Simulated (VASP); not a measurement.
All values below come from PBE GGA, VASP's PBE PAW potentials (set 64) (plane waves; VASP).

VASP input:

File KPOINTS:
```
Automatic
0
gamma
  11 11 11
0 0 0
```

### POSCAR
```
Ta
1.0
 -1.6790400000   1.6790400000   1.6790400000
  1.6790400000  -1.6790400000   1.6790400000
  1.6790400000   1.6790400000  -1.6790400000
Ta
1
Cart
  0.0000000000   0.0000000000   0.0000000000
```

INCAR:
```
LMAXMIX = 6   # l cut-off of mixed one-centre charges
ALGO = Normal
LWAVE = .FALSE.
GGA = PE   # PBE
SIGMA = 0.1
LCHARG = .FALSE.
ISIF = 2
LASPH = .TRUE.   # aspherical one-centre terms
ENCUT = 300   # plane-wave cut-off (eV)
ISMEAR = -1   # Fermi-Dirac
LREAL = .FALSE.
EDIFF = 1E-6   # SCF stop (eV)
PREC = Accurate
NELM = 100   # most electronic steps
SYSTEM = Ta
```

POTCAR, in this order: Ta_pv (PBE.64 set). Program: vasp_std.

The resulting files:

OSZICAR:
```
       N       E                     dE             d eps       ncg     rms          rms(c)
DAV:   1     0.275864426263E+02    0.27586E+02   -0.51061E+03  1032   0.785E+02
DAV:   2    -0.117756325834E+02   -0.39362E+02   -0.38661E+02  1216   0.188E+02
DAV:   3    -0.123171148458E+02   -0.54148E+00   -0.53044E+00  1126   0.220E+01
DAV:   4    -0.123203362220E+02   -0.32214E-02   -0.32190E-02  1168   0.156E+00
DAV:   5    -0.123203578811E+02   -0.21659E-04   -0.21655E-04  1130   0.102E-01    0.132E+01
DAV:   6    -0.119322243466E+02    0.38813E+00   -0.45514E-01  1054   0.797E+00    0.636E+00
DAV:   7    -0.118198726991E+02    0.11235E+00   -0.35810E-01  1052   0.668E+00    0.409E-01
DAV:   8    -0.118185092337E+02    0.13635E-02   -0.43714E-03  1069   0.849E-01    0.119E-01
DAV:   9    -0.118184702861E+02    0.38948E-04   -0.18283E-04  1071   0.159E-01    0.307E-02
DAV:  10    -0.118184649891E+02    0.52970E-05   -0.36006E-06  1108   0.256E-02    0.504E-03
DAV:  11    -0.118184654598E+02   -0.47073E-06   -0.16103E-07   558   0.554E-03
   1 F= -.11818465E+02 E0= -.11796169E+02  d E =-.445930E-01
```

File OUTCAR:
```
------------------------ aborting loop because EDIFF is reached ----------------------------------------
  FORCE on cell =-STRESS in cart. coord.  units (eV):
  Direction    XX          YY          ZZ          XY          YZ          ZX
  --------------------------------------------------------------------------------------
  Total       -0.8130302     -0.8130302     -0.8130302     -0.0000000     -0.0000000      0.0000000
  in kB      -68.7977328    -68.7977328    -68.7977328     -0.0000000     -0.0000000      0.0000000
  external PRESSURE =     -68.7977328 kB  Pullay stress =       0.0000000 kB
  volume of cell :       18.93
      direct lattice vectors                 reciprocal lattice vectors
    -1.679040000  1.679040000  1.679040000     0.000000000  0.297789213  0.297789213
     1.679040000 -1.679040000  1.679040000     0.297789213  0.000000000  0.297789213
     1.679040000  1.679040000 -1.679040000     0.297789213  0.297789213  0.000000000
 POSITION                                       TOTAL-FORCE (eV/Angst)
 -----------------------------------------------------------------------------------
      0.00000      0.00000      0.00000        -0.000000     -0.000000     -0.000000
 -----------------------------------------------------------------------------------
    total drift:                               -0.000000      0.000000      0.000000
  FREE ENERGIE OF THE ION-ELECTRON SYSTEM (eV)
  ---------------------------------------------------
  free  energy   TOTEN  =       -11.8184654598 eV

  energy  without entropy=      -11.7738724749  energy(sigma->0) =      -11.79616897
```
(Selected blocks of OUTCAR.)

At this cut-off the stress carries a Pulay error, which pulls relaxed volumes low.

The structure is a typed Ta crystal. The cell was not relaxed at this level.
